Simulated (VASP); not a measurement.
# AlPt3C (P4/mmm) in VASP: further runs

One crystal, AlPt3C, is run at these levels: PBE; tasks: single point.

Everything below comes from runs of VASP 6.6.1. Logs are shortened: lines on timing, memory, paths and dates and some standing lists are left out, and cuts for length are marked.

## (1) The structure

Symmetry: P4/mmm, No. 123, tetragonal system. Conventional cell: a = 4.242 Å, b = 4.242 Å, c = 4.073 Å, α = 90.00°, β = 90.00°, γ = 90.00°. Al (site symmetry 4/mmm) is surrounded by 12 Pt at 2.94 to 3.00 Å. Around Pt (site symmetry mmm) lie 2 C at 2.12 Å. Pt (site symmetry 4/mmm) has 2 C at 2.04 Å as nearest neighbours. C (site symmetry 4/mmm) has 6 Pt at 2.04 to 2.12 Å as nearest neighbours.

The cell comes from a database or a generator and needn't be the stable form of this composition.

## (2) Single point, PBE

INCAR reads:

```
  PREC = Accurate
  ENCUT = 520
  EDIFF = 1E-7
  ISMEAR = 1
  SIGMA = 0.15
  LREAL = F
  LASPH = T
  NELM = 100
  ALGO = Fast
  ISIF = 2
  LWAVE = F
  LCHARG = T
  GGA = PE
  LELF = T
  LVHAR = T
  NBANDS = 26
```

KPOINTS reads:

```
regular mesh
0
Gamma
  6 6 6
```

POSCAR reads:

```
AlPt3C
1.0
    4.2424879470      0.0000000000      0.0000000000
    0.0000000000      4.2424879470      0.0000000000
    0.0000000000      0.0000000000      4.0727884291
Al Pt C
1 3 1
Direct
    0.0000000000      0.0000000000      0.0000000000
    0.0000000000      0.5000000000      0.5000000000
    0.5000000000      0.0000000000      0.5000000000
    0.5000000000      0.5000000000      0.0000000000
    0.5000000000      0.5000000000      0.5000000000
```

Potentials or basis: VASP PAW PBE potentials, release 64 (Al, Pt, C).

On the command line:

```sh
cat potpaw_PBE.64/Al/POTCAR potpaw_PBE.64/Pt/POTCAR potpaw_PBE.64/C/POTCAR > POTCAR
mpirun -np 1 vasp_std > vasp.out
```

OUTCAR:

```text
PREC = Accurate
   ENCUT = 520
   EDIFF = 1E-7
   ISMEAR = 1
   LREAL = F
   LASPH = T
   NELM = 100
   ISIF = 2
   GGA = PE

 ion  position               nearest neighbor table
   1  0.000  0.000  0.000-   2 2.94   3 2.94   2 2.94   3 2.94   2 2.94   2 2.94   3 2.94   3 2.94
                             4 3.00   4 3.00   4 3.00   4 3.00
   2  0.000  0.500  0.500-   5 2.12   5 2.12   1 2.94   1 2.94   4 2.94   1 2.94   1 2.94   4 2.94
                             4 2.94   4 2.94   3 3.00   3 3.00   3 3.00   3 3.00
   3  0.500  0.000  0.500-   5 2.12   5 2.12   1 2.94   1 2.94   4 2.94   4 2.94   4 2.94   4 2.94
                             1 2.94   1 2.94   2 3.00   2 3.00   2 3.00   2 3.00
   4  0.500  0.500  0.000-   5 2.04   5 2.04   2 2.94   2 2.94   3 2.94   3 2.94   3 2.94   3 2.94
                             2 2.94   2 2.94   1 3.00   1 3.00   1 3.00   1 3.00
   5  0.500  0.500  0.500-   4 2.04   4 2.04   2 2.12   3 2.12   3 2.12   2 2.12

  LATTYP: Found a simple tetragonal cell.
 ALAT       =     4.2424879470
 C/A-ratio  =     0.9600000000

  Lattice vectors:

 A1 = (   4.2424879470,   0.0000000000,   0.0000000000)
 A2 = (   0.0000000000,   4.2424879470,   0.0000000000)
 A3 = (   0.0000000000,   0.0000000000,   4.0727884291)

Analysis of symmetry for initial positions (statically):
=====================================================================
 Subroutine PRICEL returns:
 Original cell was already a primitive cell.

 Routine SETGRP: Setting up the symmetry group for a
 simple tetragonal supercell.

 Subroutine GETGRP returns: Found 16 space group operations
 (whereof 16 operations were pure point group operations)
 out of a pool of 16 trial point group operations.

The static configuration has the point symmetry D_4h.

Analysis of symmetry for dynamics (positions and initial velocities):
=====================================================================
 Subroutine PRICEL returns:
 Original cell was already a primitive cell.

 Routine SETGRP: Setting up the symmetry group for a
 simple tetragonal supercell.

 Subroutine GETGRP returns: Found 16 space group operations
 (whereof 16 operations were pure point group operations)
 out of a pool of 16 trial point group operations.

The dynamic configuration has the point symmetry D_4h.

 Subroutine INISYM returns: Found 16 space group operations
 (whereof 16 operations are pure point group operations),
 and found     1 'primitive' translations

----------------------------------------------------------------------------------------

                                     Primitive cell

  volume of cell :      73.3049

  direct lattice vectors                    reciprocal lattice vectors
     4.242487947  0.000000000  0.000000000     0.235710746  0.000000000  0.000000000
     0.000000000  4.242487947  0.000000000     0.000000000  0.235710746  0.000000000
     0.000000000  0.000000000  4.072788429     0.000000000  0.000000000  0.245532027

  length of vectors
     4.242487947  4.242487947  4.072788429     0.235710746  0.235710746  0.245532027

  position of ions in fractional coordinates (direct lattice)
     0.000000000  0.000000000  0.000000000
     0.000000000  0.500000000  0.500000000
     0.500000000  0.000000000  0.500000000
     0.500000000  0.500000000  0.000000000
     0.500000000  0.500000000  0.500000000

  ion indices of the primitive-cell ions
   primitive index   ion index
                 1           1
                 2           2
                 3           3
                 4           4
                 5           5

----------------------------------------------------------------------------------------

 KPOINTS: regular mesh

Automatic generation of k-mesh.
 Grid dimensions read from file:
 generate k-points for:    6    6    6

 Generating k-lattice:

  Cartesian coordinates                     Fractional coordinates (reciprocal lattice)
     0.039285124  0.000000000  0.000000000     0.166666667  0.000000000  0.000000000
     0.000000000  0.039285124  0.000000000     0.000000000  0.166666667  0.000000000
     0.000000000  0.000000000  0.040922005     0.000000000  0.000000000  0.166666667

  Length of vectors
     0.039285124  0.039285124  0.040922005

  Shift w.r.t. Gamma in fractional coordinates (k-lattice)
     0.000000000  0.000000000  0.000000000

 Subroutine IBZKPT returns following result:
 ===========================================

 Found     40 irreducible k-points:

 Following reciprocal coordinates:
            Coordinates               Weight
  0.000000  0.000000  0.000000      1.000000
  0.166667  0.000000  0.000000      4.000000
  0.333333  0.000000  0.000000      4.000000
  0.500000  0.000000  0.000000      2.000000
  0.166667  0.166667  0.000000      4.000000
  0.333333  0.166667  0.000000      8.000000
[... 16 lines left out ...]
  0.333333  0.000000  0.333333      8.000000
  0.500000  0.000000  0.333333      4.000000
 [... further k-points ...]
   k-points           NKPTS =     40   k-points in BZ     NKDIM =     40   number of bands    NBANDS=     26
   number of dos      NEDOS =    301   number of ions     NIONS =      5
   total plane-waves  NPLWV =  30720
   dimension x,y,z NGX =    32 NGY =   32 NGZ =   30
   dimension x,y,z NGXF=    64 NGYF=   64 NGZF=   60
   ions per type =               1   3   1
   NGX,Y,Z   is equivalent  to a cutoff of  12.54, 12.54, 12.25 a.u.
   NGXF,Y,Z  is equivalent  to a cutoff of  25.08, 25.08, 24.49 a.u.
 SYSTEM =  unknown system
   PREC   = accura    normal or accurate (medium, high low for compatibility)
   ISTART =      0    job   : 0-new  1-cont  2-samecut
   ICHARG =      2    charge: 1-file 2-atom 10-const
   ISPIN  =      1    spin polarized calculation?
   LNONCOLLINEAR =      F non collinear calculations
   LSORBIT =      F    spin-orbit coupling
   LASPH  =      T    aspherical Exc in radial PAW
   ENCUT  =  520.0 eV  38.22 Ry    6.18 a.u.   7.89  7.89  7.57*2*pi/ulx,y,z
   NELM   =    100;   NELMIN=  2; NELMDL= -5     # of ELM steps
   EDIFF  = 0.1E-06   stopping-criterion for ELM
   LREAL  =      F    real-space projection
   EDIFFG = 0.1E-05   stopping-criterion for IOM
   NSW    =      0    number of steps for IOM
   IBRION =     -1    ionic relax: 0-MD 1-quasi-New 2-CG
   NFREE  =      0    steps in history (QN), initial steepest desc. (CG)
   ISIF   =      2    stress and relaxation
   ISYM   =      2    0-nonsym 1-usesym 2-fastsym
   POTIM  = 0.5000    time-step for ionic-motion
   TEBEG  =    0.0;   TEEND  =   0.0 temperature during run
   PSTRESS=    0.0 pullay stress
   NELECT =      37.0000    total number of electrons
   NUPDOWN=      -1.0000    fix difference up-down
   EMIN   =  10.00;   EMAX   =-10.00  energy-range for DOS
   EFERMI =   0.00;   METHOD = LEGACY
   ISMEAR =     1;   SIGMA  =   0.15  broadening in eV -4-tet -1-fermi 0-gaus
   EFERMI_NEDOS =   21; number of points for ismear=-14 and -15
   IALGO  =     68    algorithm
   IMIX   =      4    mixing-type and parameters
     AMIX     =   0.40;   BMIX     =  1.00
     AMIX_MAG =   1.60;   BMIX_MAG =  1.00
  volume/ion in A,a.u.               =      14.66        98.94
  Fermi-wavevector in a.u.,A,eV,Ry     =   1.303460  2.463182 23.116407  1.699008
  Thomas-Fermi vector in A             =   2.434461
   LORBIT       =      0    0 simple, 1 ext, 2 COOP (PROOUT), +10 PAW based schemes
   GGA     = PE    functional components
   LHFCALC =     F    Hartree Fock is set to
   AEXX    =    0.0000 exact exchange contribution
   IVDW    =     0    specifies the selected vdW correction
   LEPSILON=     F    determine dielectric tensor
   LRPA    =     F    only Hartree local field effects (RPA)
 non-spin polarized calculation
 RMM-DIIS sequential band-by-band and
 Methfessel and Paxton  Order N= 1 SIGMA  =   0.15
  energy-cutoff  :      520.00
  volume of cell :       73.30
 maximum number of plane-waves:      2006
 NGX is ok and might be reduce to    32
   NGX = 15   NGY = 15   NGZ = 15

 number of electron      37.0000004 magnetization

 Free energy of the ion-electron system (eV)
  ---------------------------------------------------
  ext. energy  EPLUGINS =         0.00000000
  ---------------------------------------------------
  free energy    TOTEN  =       -30.21549925 eV

  energy without entropy =      -30.21440319  energy(sigma->0) =      -30.21513390

 E-fermi :   9.7978     XC(G=0): -12.1665

 val. band max:        9.7814115568   @ k =   0.3333   0.3333   0.0000
 cond. band min:       9.8172202651   @ k =   0.3333   0.0000   0.1667
 fundamental gap:      0.0358087084
 Fermi energy:         9.7977782360

 k-point     1 :       0.0000    0.0000    0.0000
  band No.  band energies     occupation
      1      -5.2991      2.00000
      2       0.7590      2.00000
      3       3.8914      2.00000
      4       3.8914      2.00000
      5       4.0291      2.00000
      6       4.3476      2.00000
[... 18 lines left out ...]
     25      14.0824      0.00000
     26      16.3595      0.00000

 k-point     2 :       0.1667    0.0000    0.0000
  band No.  band energies     occupation
      1      -5.1220      2.00000
      2       0.9584      2.00000
      3       3.9339      2.00000
      4       3.9485      2.00000
      5       3.9551      2.00000
      6       4.0210      2.00000
[... 18 lines left out ...]
     25      14.5228      0.00000
     26      16.9095      0.00000

 k-point     3 :       0.3333    0.0000    0.0000
  band No.  band energies     occupation
      1      -4.7091      2.00000
      2       1.3339      2.00000
      3       2.7284      2.00000
      4       4.0106      2.00000
      5       4.0250      2.00000
      6       4.0605      2.00000
[... 18 lines left out ...]
     25      16.2916      0.00000
     26      16.6127      0.00000

 k-point     4 :       0.5000    0.0000    0.0000
  band No.  band energies     occupation
      1      -4.4599      2.00000
      2       1.2053      2.00000
      3       3.0589      2.00000
      4       3.1082      2.00000
      5       4.0435      2.00000
      6       4.1448      2.00000
[... 18 lines left out ...]
     25      15.4015      0.00000
     26      15.6967      0.00000

 k-point     5 :       0.1667    0.1667    0.0000
  band No.  band energies     occupation
      1      -4.9432      2.00000
      2       1.1541      2.00000
      3       3.6199      2.00000
      4       3.7471      2.00000
      5       3.7842      2.00000
      6       4.1945      2.00000
[... 18 lines left out ...]
     25      14.6988      0.00000
     26      16.2157      0.00000

 k-point     6 :       0.3333    0.1667    0.0000
  band No.  band energies     occupation
      1      -4.5242      2.00000
      2       1.4750      2.00000
      3       2.5741      2.00000
      4       3.4237      2.00000
      5       3.7205      2.00000
      6       4.1821      2.00000
[... 427 lines left out ...]
 k-point    21 :       0.0000    0.0000    0.3333
  band No.  band energies     occupation
      1      -4.5157      2.00000
      2       1.4663      2.00000
      3       2.4612      2.00000
      4       3.7374      2.00000
      5       3.7374      2.00000
      6       4.0950      2.00000
[... 18 lines left out ...]
     25      16.0712      0.00000
     26      16.5989      0.00000

 k-point    22 :       0.1667    0.0000    0.3333
  band No.  band energies     occupation
      1      -4.3289      2.00000
      2       1.5826      2.00000
      3       2.3337      2.00000
      4       3.1935      2.00000
      5       3.4852      2.00000
      6       4.2738      2.00000
[... 18 lines left out ...]
     25      15.2068      0.00000
     26      16.7099      0.00000

 k-point    23 :       0.3333    0.0000    0.3333
  band No.  band energies     occupation
      1      -3.8811      2.00000
      2       1.6557      2.00000
      3       1.7060      2.00000
      4       2.7992      2.00000
      5       3.2050      2.00000
      6       4.4475      2.00000
[... 18 lines left out ...]
     25      16.2905      0.00000
     26      16.6610      0.00000

 k-point    24 :       0.5000    0.0000    0.3333
  band No.  band energies     occupation
      1      -3.5984      2.00000
      2       1.0795      2.00000
      3       1.6919      2.00000
      4       3.1014      2.00000
      5       3.1099      2.00000
      6       4.0359      2.00000
[... 18 lines left out ...]
     25      15.7338      0.00000
     26      15.9305      0.00000

 [... further k-points ...]

------------------------ aborting loop because EDIFF is reached ----------------------------------------

  FORCE on cell =-STRESS in cart. coord.  units (eV):
  Direction    XX          YY          ZZ          XY          YZ          ZX
  --------------------------------------------------------------------------------------
  -------------------------------------------------------------------------------------
  Total       -0.9474302     -0.9474302      0.8367689      0.0000000      0.0000000     -0.0000000
  in kB      -20.7073601    -20.7073601     18.2887074      0.0000000      0.0000000     -0.0000000
  external PRESSURE =      -7.7086709 kB  Pullay stress =       0.0000000 kB

 VOLUME and BASIS-vectors are now :
 -----------------------------------------------------------------------------
  energy-cutoff  :      520.00
  volume of cell :       73.30
      direct lattice vectors                 reciprocal lattice vectors
     4.242487947  0.000000000  0.000000000     0.235710746  0.000000000  0.000000000
     0.000000000  4.242487947  0.000000000     0.000000000  0.235710746  0.000000000
     0.000000000  0.000000000  4.072788429     0.000000000  0.000000000  0.245532027

 POSITION                                       TOTAL-FORCE (eV/Angst)
 -----------------------------------------------------------------------------------
      0.00000      0.00000      0.00000         0.000000      0.000000      0.000000
      0.00000      2.12124      2.03639         0.000000      0.000000      0.000000
      2.12124      0.00000      2.03639         0.000000      0.000000      0.000000
      2.12124      2.12124      0.00000         0.000000      0.000000      0.000000
      2.12124      2.12124      2.03639         0.000000      0.000000      0.000000
 -----------------------------------------------------------------------------------
    total drift:                                0.000000     -0.000000     -0.000000

  FREE ENERGIE OF THE ION-ELECTRON SYSTEM (eV)
  ---------------------------------------------------
  free  energy   TOTEN  =       -30.2154992541 eV

  energy  without entropy=      -30.2144031940  energy(sigma->0) =      -30.21513390
```

Run time: 30 s. Hardware: 1 thread of AMD EPYC 9R45 (Zen 5), shared host; peak memory 0.19 GiB.

Results:

| Property | Result |
| --- | --- |
| Free energy | -30.2155 eV |
| Pressure | -0.8 GPa |
| Band gap on the k mesh | none (metal or under the smearing width) |

Stress tensor (GPa, compression positive):
```
-2.07  0.00  0.00
 0.00 -2.07  0.00
 0.00  0.00  1.83
```

Levels at points of the mesh, in eV from the Fermi level:
```
           k point  band 17  band 18  band 19  band 20  band 21  band 22
(0.00, 0.00, 0.00)    -0.96    -0.91    -0.91     1.09     1.09     1.42
(0.50, 0.00, 0.00)    -0.90    -0.44    -0.41     1.11     3.02     3.35
(0.50, 0.50, 0.00)    -1.77    -0.57    -0.57     0.73     2.66     4.74
(0.00, 0.00, 0.50)    -1.02     0.02     0.02     0.86     2.59     3.65
(0.50, 0.00, 0.50)    -1.58    -0.39    -0.37     1.09     1.72     4.36
(0.50, 0.50, 0.50)    -1.18    -1.18    -1.04     0.93     0.93     1.04
```

Spin-orbit coupling is left out, which matters for the levels of Pt.

## (3) Single point, PBE

INCAR reads:

```
PREC     = Accurate       # precision mode
ENCUT    = 520            # plane-wave cutoff, eV
EDIFF    = 1E-7           # SCF threshold, eV
ISMEAR   = 1              # smearing method
SIGMA    = 0.15           # smearing width, eV
LREAL    = F              # projectors in reciprocal space
LASPH    = T              # aspherical terms in the spheres
NELM     = 100            # most SCF steps
ALGO     = Normal         # electronic algorithm
ISIF     = 2              # what is computed and relaxed
LWAVE    = F              # write WAVECAR
LCHARG   = F              # write CHGCAR
GGA      = PE             # functional
NBANDS   = 26             # bands
```

KPOINTS reads:

```
Automatic mesh
0
Gamma
  6 6 6
```

POSCAR: that of step 2 with these lines changed.

```diff
@@ -2,5 +2,5 @@
 1.0
-    4.2424879470      0.0000000000      0.0000000000
-    0.0000000000      4.2424879470      0.0000000000
-    0.0000000000      0.0000000000      4.0727884291
+    4.2134288984      0.0000000000      0.0000000000
+    0.0000000000      4.2134288984      0.0000000000
+    0.0000000000      0.0000000000      4.1291603204
 Al Pt C
```

Potentials or basis: VASP PAW PBE potentials, release 64 (Al, Pt, C).

On the command line:

```sh
cat potpaw_PBE.64/Al/POTCAR potpaw_PBE.64/Pt/POTCAR potpaw_PBE.64/C/POTCAR > POTCAR
mpirun -np 1 vasp_std > vasp.out
```

It took 23 s on 1 thread of AMD EPYC 9R45 (Zen 5), shared host; peak memory 0.19 GiB.

Results (log left out):

| Item | Value |
| --- | --- |
| Free energy | -30.2334 eV |
| Pressure | -1.1 GPa |
| Band gap on the k mesh | none (metal or under the smearing width) |

Stress tensor (GPa, compression positive):
```
-1.70  0.00  0.00
 0.00 -1.70  0.00
 0.00  0.00  0.15
```

Levels at points of the mesh, in eV from the Fermi level:
| k point | band 15 | band 16 | band 17 | band 18 | band 19 | band 20 | band 21 | band 22 | band 23 | band 24 |
| --- | --- | --- | --- | --- | --- | --- | --- | --- | --- | --- |
| (0.00, 0.00, 0.00) | -2.76 | -0.99 | -0.96 | -0.93 | -0.93 | 1.13 | 1.13 | 1.29 | 2.38 | 3.74 |
| (0.50, 0.00, 0.00) | -2.78 | -2.24 | -0.93 | -0.37 | -0.35 | 1.07 | 3.00 | 3.50 | 3.73 | 4.04 |
| (0.50, 0.50, 0.00) | -2.63 | -2.23 | -1.71 | -0.51 | -0.51 | 0.83 | 2.32 | 4.59 | 4.74 | 4.74 |
| (0.00, 0.00, 0.50) | -2.82 | -2.22 | -0.99 | -0.14 | -0.14 | 0.94 | 2.76 | 3.73 | 3.73 | 3.78 |
| (0.50, 0.00, 0.50) | -2.61 | -2.19 | -1.62 | -0.43 | -0.42 | 1.01 | 1.86 | 4.40 | 4.60 | 4.63 |
| (0.50, 0.50, 0.50) | -2.38 | -2.30 | -1.16 | -1.16 | -1.09 | 0.93 | 0.93 | 0.98 | 1.18 | 8.17 |

The run has no spin-orbit coupling, so splittings on Pt are missing.
